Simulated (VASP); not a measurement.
These are r2SCAN meta-GGA, VASP's PBE PAW potentials (set 64) (plane waves; VASP) values and carry that method's errors.

The input files of a VASP run:

INCAR:
```
SYSTEM = SiO2
PREC = Accurate
ENCUT = 520
EDIFF = 1E-7
NELM = 100
ALGO = Normal
LREAL = .FALSE.
LASPH = .TRUE.
ISMEAR = 0
SIGMA = 0.01
METAGGA = R2SCAN
LMIXTAU = .TRUE.
LWAVE = .FALSE.
LCHARG = .FALSE.
LOPTICS = .TRUE.
LPEAD = .TRUE.
NBANDS = 117
NEDOS = 1001
CSHIFT = 0.1
```

POSCAR:
```
SiO2
1
    4.9715721480     0.0000000000     0.0000000000
    0.0000000000     4.9715721480     0.0000000000
    0.0000000000     0.0000000000     6.9009051274
Si O
4 8
Direct
  0.3038664727   0.3038664727   0.0000000000
  0.8038664727   0.1961335273   0.7500000000
  0.1961335273   0.8038664727   0.2500000000
  0.6961335273   0.6961335273   0.5000000000
  0.2380359803   0.1116299345   0.1824801097
  0.7380359803   0.3883700655   0.5675198903
  0.2619640197   0.6116299345   0.0675198903
  0.7619640197   0.8883700655   0.6824801097
  0.8883700655   0.7619640197   0.3175198903
  0.3883700655   0.7380359803   0.4324801097
  0.6116299345   0.2619640197   0.9324801097
  0.1116299345   0.2380359803   0.8175198903
```

File KPOINTS:
```
Automatic
0
gamma
 6 6 4
```

POTCAR, in this order: Si O (PBE.64 set). Program: vasp_std.

Problem. What does the run give for the energy per atom (σ→0), band gap (on the k-mesh)?

Solution. 
```yaml
energy per atom (σ→0): -9.930 eV/atom
band gap (on the k-mesh): 6.35 eV
```

OSZICAR:
```
...
DAV:  22    -0.119162383769E+03    0.12757E-04   -0.55107E-06  7656   0.780E-03    0.136E-02
DAV:  23    -0.119162397880E+03   -0.14110E-04   -0.49938E-06  7318   0.718E-03    0.697E-03
DAV:  24    -0.119162397314E+03    0.56608E-06   -0.29554E-07  7872   0.171E-03    0.499E-03
DAV:  25    -0.119162397124E+03    0.18972E-06   -0.14631E-07  7190   0.115E-03    0.599E-03
DAV:  26    -0.119162397419E+03   -0.29544E-06   -0.91682E-08  6723   0.938E-04    0.507E-03
DAV:  27    -0.119162397382E+03    0.37826E-07   -0.25016E-08  6720   0.528E-04
   1 F= -.11916240E+03 E0= -.11916240E+03  d E =-.831209E-26
 imaginary and real dielectric function
```

The compound is SiO2 in the cristobalite structure. It was relaxed first.
